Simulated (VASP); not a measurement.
An input for Quantum ESPRESSO's pw.x (written as the equivalent of a VASP run, and not itself run):

```
&CONTROL
  calculation = 'vc-relax'
  pseudo_dir = './pseudo'
  outdir = './out'
  tprnfor = .true.
  tstress = .true.
  nstep = 30
  forc_conv_thr = 0.00039
/
&SYSTEM
  ibrav = 0
  nat = 1
  ntyp = 1
  ecutwfc = 70
  occupations = 'smearing'
  smearing = 'methfessel-paxton'
  degauss = 0.00735
  input_dft = 'pw91'
/
&ELECTRONS
  conv_thr = 7.3e-09
  electron_maxstep = 100
/
&IONS
/
&CELL
  cell_dofree = 'shape'
/
ATOMIC_SPECIES
  In 114.818 In.upf
CELL_PARAMETERS angstrom
    -1.6743583    1.6743583    2.5932946
     1.6743583   -1.6743583    2.5932946
     1.6743583    1.6743583   -2.5932946
ATOMIC_POSITIONS crystal
  In   0.0000000  0.0000000  0.0000000
K_POINTS automatic
  16 16 16 0 0 0
```

### Question
Write the VASP files for the same calculation (PW91).

### Answer
One answer among several that fit: 
**POSCAR**
```
In
1.0
 -1.6743583224   1.6743583224   2.5932945776
  1.6743583224  -1.6743583224   2.5932945776
  1.6743583224   1.6743583224  -2.5932945776
In
1
Cart
  0.0000000000   0.0000000000   0.0000000000
```

INCAR:
```
SYSTEM = In
PREC = Accurate; ENCUT = 520; LREAL = .False.
LASPH = .True.
EDIFF = 1E-7; NELM = 100; ALGO = Normal
LMAXMIX = 4
ISMEAR = 1; SIGMA = 0.1
GGA = 91
IBRION = 2; NSW = 30; ISIF = 4
EDIFFG = -0.01
LWAVE = .False.; LCHARG = .False.
```

### KPOINTS
```
Automatic mesh
0
Gamma
16 16 16
0 0 0
```

POTCAR, in this order: In_d (PBE.64 set). Program: vasp_std.

Limits of the translation: the potentials are each code's own (VASP's PAW set, PseudoDojo norm-conserving files in pw.x), so ENCUT and ecutwfc are chosen apart and not converted; conv_thr bounds pw.x's estimated SCF error, while EDIFF bounds the energy change between steps; forc_conv_thr acts on force components and is met together with etot_conv_thr.

The compound is In in the bct structure. This cell is one point of a volume scan, at 1.06 of the reference volume. Symmetry was kept, so distortions that lower it aren't found.
